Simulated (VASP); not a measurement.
Consider the following.

```
BaO
1.0
    0.00000     2.76675     2.76675
    2.76675     0.00000     2.76675
    2.76675     2.76675     0.00000
Ba O
1 1
Direct
  0.00000   0.00000   0.00000
  0.50000   0.50000   0.50000
```

The numbers are results of PBEsol GGA, VASP's PBE PAW potentials (set 64) (plane waves; VASP 6.6.1), not measurements. Settings: 600 eV cut-off, 8×8×8 Γ-centred mesh, Gaussian smearing of 0.050 eV, potentials Ba_sv O.

Unless said otherwise, spin-orbit coupling is left out, though it shifts the bands of the heavy elements here.

Task: Predict the energy per atom (σ→0), band gap (on the k-mesh) with the smallest direct gap where there is one.

Result: 
band gap (on the k-mesh): 1.86 eV
smallest direct gap (on the k-mesh): 1.86 eV
energy per atom (σ→0): -6.201 eV/atom

Only differences to runs with the same potentials and settings are physical.

The compound is BaO in the rock salt structure. It was relaxed first.
